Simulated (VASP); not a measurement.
```
CELL_PARAMETERS angstrom
      1.78771    -3.09641     0.00000
      1.78771     3.09641     0.00000
      0.00000     0.00000     5.50694
ATOMIC_POSITIONS crystal
  Dy 0.33333 0.66667 0.25000
  Dy 0.66667 0.33333 0.75000
```

Computed with PBE GGA, VASP's PBE PAW potentials (set 64) (plane waves; VASP). Run with 480 eV cut-off, 10×10×6 Γ-centred mesh, first-order Methfessel-Paxton smearing of 0.10 eV, potentials Dy_3.

The 4f electrons are frozen in the core of the lanthanide potential, so 4f levels, which can set the real gap, and their magnetism are missing.

Question: Give the stress tensor in GPa (positive for a compressed cell).

Answer: 
```
2.04  0.00  0.00
0.00  2.04  0.00
0.00  0.00  2.30
```
The pressure is its mean diagonal, 2.12 GPa.

The compound is Dy in the hcp structure. This cell was strained or had an atom moved on purpose.
